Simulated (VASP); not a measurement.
A convergence study with VASP on BeTe (zinc blende): one setting is varied, all else stays as given below, so the limit is that of these other settings. Each run relaxes cell and ions from the cell shown. The basis is that of the starting cell, so low cut-offs carry a Pulay error.

```
BeTe
1.0
    0.00000     2.81500     2.81500
    2.81500     0.00000     2.81500
    2.81500     2.81500     0.00000
Be Te
1 1
Direct
  0.00000   0.00000   0.00000
  0.25000   0.25000   0.25000
```

Calculation: PBE GGA, VASP's PBE PAW potentials (set 64) (plane waves; VASP). The tightest run used: 700 eV cut-off, 7×7×7 Γ-centred mesh, Gaussian smearing of 0.050 eV, potentials Be Te.

Unless said otherwise, spin-orbit coupling is left out, though it shifts the bands of the heavy elements here. Gaps are read on the run's mesh, which can miss a band edge.

The settings run are ENCUT = 150; ENCUT = 200; ENCUT = 250; ENCUT = 300; ENCUT = 350; ENCUT = 400; ENCUT = 450; ENCUT = 500; ENCUT = 550; ENCUT = 600; ENCUT = 650; ENCUT = 700. From which on does the relaxed volume stay within 0.05 Å³/atom of the tightest run?…

From ENCUT = 250 on: it is off by 0.015 there and by no more than 0.05 in any finer run, while ENCUT = 200 is off by 0.111.
```json
[
 {"setting": "ENCUT = 150", "relaxed volume (Å³/atom)": "22.433", "E (eV/atom)": "-3.7660", "gap on the mesh (eV)": "2.023", "plane waves": "194", "difference judged (Å³/atom)": "0.335"},
 {"setting": "ENCUT = 200", "relaxed volume (Å³/atom)": "22.657", "E (eV/atom)": "-3.8035", "gap on the mesh (eV)": "2.060", "plane waves": "298", "difference judged (Å³/atom)": "0.111"},
 {"setting": "ENCUT = 250", "relaxed volume (Å³/atom)": "22.754", "E (eV/atom)": "-3.8102", "gap on the mesh (eV)": "2.070", "plane waves": "411", "difference judged (Å³/atom)": "0.015"},
 {"setting": "ENCUT = 300", "relaxed volume (Å³/atom)": "22.773", "E (eV/atom)": "-3.8110", "gap on the mesh (eV)": "2.072", "plane waves": "536", "difference judged (Å³/atom)": "0.004"},
 {"setting": "ENCUT = 350", "relaxed volume (Å³/atom)": "22.768", "E (eV/atom)": "-3.8111", "gap on the mesh (eV)": "2.071", "plane waves": "674", "difference judged (Å³/atom)": "0.001"},
 {"setting": "ENCUT = 400", "relaxed volume (Å³/atom)": "22.765", "E (eV/atom)": "-3.8113", "gap on the mesh (eV)": "2.071", "plane waves": "869", "difference judged (Å³/atom)": "0.003"},
 {"setting": "ENCUT = 450", "relaxed volume (Å³/atom)": "22.767", "E (eV/atom)": "-3.8115", "gap on the mesh (eV)": "2.071", "plane waves": "979", "difference judged (Å³/atom)": "0.002"},
 {"setting": "ENCUT = 500", "relaxed volume (Å³/atom)": "22.769", "E (eV/atom)": "-3.8116", "gap on the mesh (eV)": "2.071", "plane waves": "1150", "difference judged (Å³/atom)": "0.000"},
 {"setting": "ENCUT = 550", "relaxed volume (Å³/atom)": "22.769", "E (eV/atom)": "-3.8116", "gap on the mesh (eV)": "2.071", "plane waves": "1326", "difference judged (Å³/atom)": "0.000"},
 {"setting": "ENCUT = 600", "relaxed volume (Å³/atom)": "22.768", "E (eV/atom)": "-3.8116", "gap on the mesh (eV)": "2.071", "plane waves": "1499", "difference judged (Å³/atom)": "0.000"},
 {"setting": "ENCUT = 650", "relaxed volume (Å³/atom)": "22.769", "E (eV/atom)": "-3.8116", "gap on the mesh (eV)": "2.071", "plane waves": "1693", "difference judged (Å³/atom)": "0.000"},
 {"setting": "ENCUT = 700", "relaxed volume (Å³/atom)": "22.769", "E (eV/atom)": "-3.8117", "gap on the mesh (eV)": "2.071", "plane waves": "1899", "difference judged (Å³/atom)": "0.000"}
]
```

Left out are rungs that failed or repeat a setting and relaxations that didn't move; long series are thinned to 24 rows.

The compound is BeTe in the zinc blende structure.
